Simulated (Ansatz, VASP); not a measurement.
Two plane-wave programs on Si2B2C

```
CELL_PARAMETERS angstrom
2.91915 0.00000 0.00000
-1.45958 2.52806 0.00000
0.00000 0.00000 6.55502
ATOMIC_POSITIONS crystal
Si 0.33333 0.66667 0.18405
Si 0.33333 0.66667 0.81595
B 0.66667 0.33333 0.50000
B 0.00000 0.00000 0.00000
C 0.33333 0.66667 0.50000
```

Alike in both runs: functional PBE; k mesh 12 × 12 × 6; occupations gaussian, width 0.1 eV; no spin polarisation.

Ansatz relaxed the structure, and its values are those at the end. VASP's run is a single point on that final structure, the one shown.

|  | VASP | Ansatz |
| --- | --- | --- |
| version | VASP 6.6.1 | Ansatz 0.2.0 |
| potentials or method | VASP PAW PBE potentials, release 64 (Si, B, C) | scalar-relativistic, plane waves, PAW |
| plane-wave cutoff (eV) | 520 | 420 |
| valence electrons in the cell | 18 | 18 |

```tsv
	VASP	Ansatz	Ansatz less VASP
gap on the k mesh at the Fermi level (eV)	none	none	-
pressure (GPa)	0.0	0.0	-0.02
```

A gap of «none» marks a metal or a gap that the smearing closes.
